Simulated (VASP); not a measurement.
**Si: energy against strain**

Si (diamond, Fd-3m, 19.715 Å³/atom and stress up to 0.01 GPa in the relaxed cell, cube axes along x, y and z) under a strain ε along a cube axis (axis z), the other axes held. LDA in VASP (plane waves, PAW), 480 eV, 10×10×10 Γ-centred mesh, Gaussian smearing 0.05 eV; ions are relaxed, or left where forces stay under 0.02 eV/Å, within the symmetry of each cell.

Here s stands for strain and y for E less E0.

```
strain (%)  E less E0 (meV/atom)
----------  --------------------
-1.50                       2.27
-1.00                       1.01
-0.50                       0.26
0.00                        0.00
0.50                        0.24
1.00                        0.97
1.50                        2.19
3.00                           ?
```

**Question.** Using a parabola, estimate the missing y at s = 3.00 from the other rows, showing the fit.

**Answer.** Least squares gives y = 0.001 - 0.0243·s + 0.9905·s². Residuals (row less fit): 0.004, -0.006, -0.001, -0.001, 0.004, 0.003, -0.003; standard error 0.004 (degrees of freedom: 4). Twice the quadratic coefficient over the volume, 2 × 0.9905 meV × 10⁴ × 0.1602 / 19.715 Å³, is the elastic constant C11 = 161.0 ± 0.3 GPa (± standard error of the fit, which holds the terms cut off). At the withheld row, y = 0.001 - 0.0243 × 3.0 + 0.9905 × 3.0² = 8.843 meV/atom. The calculation gives 8.73 meV/atom, 0.113 meV/atom below the prediction (1.3 % of the range of y in the table). The row lies outside the fitted rows, so this is an extrapolation. The scatter of the fitted rows lies at the last printed digit.

A polynomial of degree 3 through the 12 other runs of the series gives 8.73 there, so most of the miss is curvature that the fit leaves out. Rows are the converged runs of the series near zero and its far end; series whose fitted rows scatter by over a few per cent of the range, as at a crossing or softening among them, aren't shown in this form, nor equations of state whose B0' disagrees with the runs' pressures. Most that stay on the fit to the last digits aren't either.
